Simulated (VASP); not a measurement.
Computed with PBE GGA, VASP's PBE PAW potentials (set 64) (plane waves; VASP).

The input files of a VASP run:

**KPOINTS**
```
Automatic mesh
0
Gamma
9 9 9
0 0 0
```

INCAR:
```
ALGO  =  Normal
EDIFF  =  1E-6
ENCUT  =  400
GGA  =  PE
ISIF  =  2
ISMEAR  =  1
LASPH  =  .TRUE.
LCHARG  =  .FALSE.
LMAXMIX  =  4
LREAL  =  .FALSE.
LWAVE  =  .FALSE.
NELM  =  100
PREC  =  Accurate
SIGMA  =  0.1
SYSTEM  =  CoSi2
```

**POSCAR**
```
CoSi2
1
    0.0000000000     2.7336000000     2.7336000000
    2.7336000000     0.0000000000     2.7336000000
    2.7336000000     2.7336000000     0.0000000000
Co Si
1 2
Direct
  0.0000000000   0.0000000000   0.0000000000
  0.2500000000   0.2500000000   0.2500000000
  0.7500000000   0.7500000000   0.7500000000
```

POTCAR, in this order: Co Si (PBE.64 set). Program: vasp_std.

The resulting files:

File OSZICAR:
```
       N       E                     dE             d eps       ncg     rms          rms(c)
DAV:   1     0.601935714785E+02    0.60194E+02   -0.57892E+03   840   0.107E+03
DAV:   2    -0.170960480400E+02   -0.77290E+02   -0.71935E+02   852   0.232E+02
DAV:   3    -0.205546112638E+02   -0.34586E+01   -0.33270E+01  1080   0.561E+01
DAV:   4    -0.206377307649E+02   -0.83120E-01   -0.82963E-01  1012   0.855E+00
DAV:   5    -0.206404407685E+02   -0.27100E-02   -0.27088E-02  1148   0.153E+00    0.138E+01
DAV:   6    -0.252101163934E+02   -0.45697E+01   -0.45994E+01  1096   0.142E+02    0.202E+01
DAV:   7    -0.192125676927E+02    0.59975E+01   -0.18548E+01  1128   0.110E+02    0.316E+00
DAV:   8    -0.192559635087E+02   -0.43396E-01   -0.13315E+00  1160   0.107E+01    0.200E+00
DAV:   9    -0.192180371945E+02    0.37926E-01   -0.13648E-01  1052   0.753E+00    0.469E-01
DAV:  10    -0.192179261134E+02    0.11108E-03   -0.73577E-03  1228   0.126E+00    0.110E-01
DAV:  11    -0.192178195230E+02    0.10659E-03   -0.68521E-04  1232   0.512E-01    0.418E-02
DAV:  12    -0.192178562706E+02   -0.36748E-04   -0.77806E-05   908   0.735E-02    0.270E-02
DAV:  13    -0.192178536929E+02    0.25777E-05   -0.85845E-06  1168   0.399E-02    0.660E-03
DAV:  14    -0.192178538009E+02   -0.10799E-06   -0.11328E-06   656   0.171E-02
   1 F= -.19217854E+02 E0= -.19217872E+02  d E =0.550517E-04
```

**OUTCAR**
```
------------------------ aborting loop because EDIFF is reached ----------------------------------------
  FORCE on cell =-STRESS in cart. coord.  units (eV):
  Direction    XX          YY          ZZ          XY          YZ          ZX
  --------------------------------------------------------------------------------------
  Total       -2.4261796     -2.4261796     -2.4261796     -0.0000000      0.0000000      0.0000000
  in kB      -95.1477749    -95.1477749    -95.1477749     -0.0000000      0.0000000      0.0000000
  external PRESSURE =     -95.1477749 kB  Pullay stress =       0.0000000 kB
  volume of cell :       40.85
      direct lattice vectors                 reciprocal lattice vectors
     0.000000000  2.733600000  2.733600000    -0.182908984  0.182908984  0.182908984
     2.733600000  0.000000000  2.733600000     0.182908984 -0.182908984  0.182908984
     2.733600000  2.733600000  0.000000000     0.182908984  0.182908984 -0.182908984
 POSITION                                       TOTAL-FORCE (eV/Angst)
 -----------------------------------------------------------------------------------
      0.00000      0.00000      0.00000         0.000000     -0.000000     -0.000000
      1.36680      1.36680      1.36680         0.000000      0.000000      0.000000
      4.10040      4.10040      4.10040        -0.000000     -0.000000     -0.000000
 -----------------------------------------------------------------------------------
    total drift:                               -0.000000     -0.000000      0.000000
  FREE ENERGIE OF THE ION-ELECTRON SYSTEM (eV)
  ---------------------------------------------------
  free  energy   TOTEN  =       -19.2178538009 eV

  energy  without entropy=      -19.2179088526  energy(sigma->0) =      -19.21787215
```
(Selected blocks of OUTCAR.)

The compound is CoSi2 in the fluorite structure. The cell was not relaxed at this level. The run is not spin-polarised, so no magnetic state was tried. The electron count is odd and the run is not spin-polarised, which forces a metal.
